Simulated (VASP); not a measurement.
Wanted: the native input for a VASP 6.6.1 run.

| Property | Result |
| --- | --- |
| Task | density of states |
| Functional | PBEsol |
| Potentials or basis | VASP PAW PBE potentials, release 64 (Cr_pv, C) |
| Cutoff | 520 eV |
| k mesh | 12 × 12 × 10 |
| Occupations | gaussian, width 0.05 eV |
| Spin | collinear spin, typed start |
| Starting moments | [2.06, 0.0, 0.0] μB |
| Dipole correction | no |
| k mesh for the DOS | 18 × 18 × 15 |
| Occupations for the DOS | tetrahedron |
| Further INCAR settings | ALGO = Fast; EDIFF = 1e-06 |

CrC2:

```xyz
3
Lattice="2.5572 0.0000 0.0000 -1.2786 2.2146 0.0000 0.0000 0.0000 4.0645" Properties=species:S:1:pos:R:3 pbc="T T T"
Cr    0.0000    0.0000    0.0000
C     0.0000    1.4764    2.0322
C     1.2786    0.7382    2.0322
```

The cell comes from a database or a generator and needn't be the stable form of this composition.

These files were run (other wordings do the same):

POSCAR

```
CrC2
1.0
    2.5571722985      0.0000000000      0.0000000000
   -1.2785861492      2.2145761723      0.0000000000
    0.0000000000      0.0000000000      4.0644823570
Cr C
1 2
Direct
    0.0000000000      0.0000000000      0.0000000000
    0.3333333333      0.6666666667      0.5000000000
    0.6666666667      0.3333333333      0.5000000000
```

INCAR.step1

```
SYSTEM = CrC2
  PREC = Accurate
  ENCUT = 520
  EDIFF = 1E-6
  ISMEAR = 0
  SIGMA = 0.05
  LREAL = .False.
  LASPH = .True.
  NELM = 150
  ALGO = Fast
  ISIF = 2
  LWAVE = .False.
  LCHARG = .True.
  ISPIN = 2
  MAGMOM = 2.06 0 0
  LMAXMIX = 4
  GGA = PS
  NBANDS = 21
```

KPOINTS.step1

```
regular mesh
0
Gamma
  12 12 10
  0 0 0
```

INCAR.step2

```
SYSTEM = CrC2
  PREC = Accurate
  ENCUT = 520
  EDIFF = 1E-6
  ISMEAR = -5
  SIGMA = 0.05
  LREAL = .False.
  LASPH = .True.
  NELM = 150
  ALGO = Fast
  ISIF = 2
  LWAVE = .False.
  LCHARG = .False.
  ISPIN = 2
  MAGMOM = 2.06 0 0
  LORBIT = 11
  LMAXMIX = 4
  GGA = PS
  NEDOS = 2001
  ICHARG = 11
```

KPOINTS.step2

```
regular mesh
0
Gamma
  18 18 15
  0 0 0
```

Potentials or basis: VASP PAW PBE potentials, release 64 (Cr_pv, C).

The run is started by

```sh
$ cat potpaw_PBE.64/Cr_pv/POTCAR potpaw_PBE.64/C/POTCAR > POTCAR
$ cp INCAR.step1 INCAR
$ cp KPOINTS.step1 KPOINTS
$ mpirun -np 1 vasp_std > vasp.out
$ cp INCAR.step2 INCAR
$ cp KPOINTS.step2 KPOINTS
$ mpirun -np 1 vasp_std > vasp.out
```

It gave:

```json
{
 "Net moment": "0.11 μB per cell",
 "Site moments": "Cr +0.10; C -0.00 μB",
 "Valence electrons inside the program's atomic spheres": "Cr 10.96; C 2.54"
}
```

Wall time 4.4 min on 1 thread of Intel(R) Xeon(R) 6975P-C (Granite Rapids), with other jobs on the host, peak memory 0.28 GiB.
